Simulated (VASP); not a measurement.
Energy against volume of MnS (rock salt, AFM-II order). Method: vdW-DF-cx, VASP's PBE PAW potentials (set 64) (plane waves; VASP). Numerical set-up: 520 eV cut-off, 7×7×7 Γ-centred mesh, Gaussian smearing of 0.050 eV, potentials Mn_pv S.

Shape and ions are relaxed at each volume.

```
V (Å³/atom)  E (eV/atom)
-----------  -----------
15.231          -4.87522
15.717          -4.88768
16.203          -4.89164
16.690          -4.88813
```

Fit these four points and predict the energy of the run at 17.176 Å³/atom.

A cubic in V^(−2/3), the third-order Birch-Murnaghan form, passes through the four points with V0 = 16.21 Å³/atom and B0 = 82 GPa, and gives -4.8781 eV/atom there. The run gave -4.8781 eV/atom, +0.0 meV/atom from the fit; all five points give B0 = 82 GPa.

The compound is MnS in the rock salt, AFM-II order structure. It was relaxed first, which changed the volume by -9 %.
